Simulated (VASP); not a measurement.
Consider the following.

```
K2S
1.0
    0.00000     3.68931     3.68931
    3.68931     0.00000     3.68931
    3.68931     3.68931     0.00000
K S
2 1
Cartesian
  1.84466   1.84466   1.84466
  5.53397   5.53397   5.53397
  3.68931   0.00000   3.68931
```

Method: vdW-DF-cx, VASP's PBE PAW potentials (set 64) (plane waves; VASP). Settings: 520 eV cut-off, Gaussian smearing of 0.050 eV, potentials K_sv S.

Problem. Predict the band gap (along the path) with the smallest direct gap where there is one.

Solution. 
| Quantity | Result |
|---|---|
| band gap (along the path) | 2.41 eV |
| smallest direct gap (along the path) | 2.62 eV |

Only differences to runs with the same potentials and settings are physical.

The compound is K2S in the antifluorite structure. It was relaxed first.
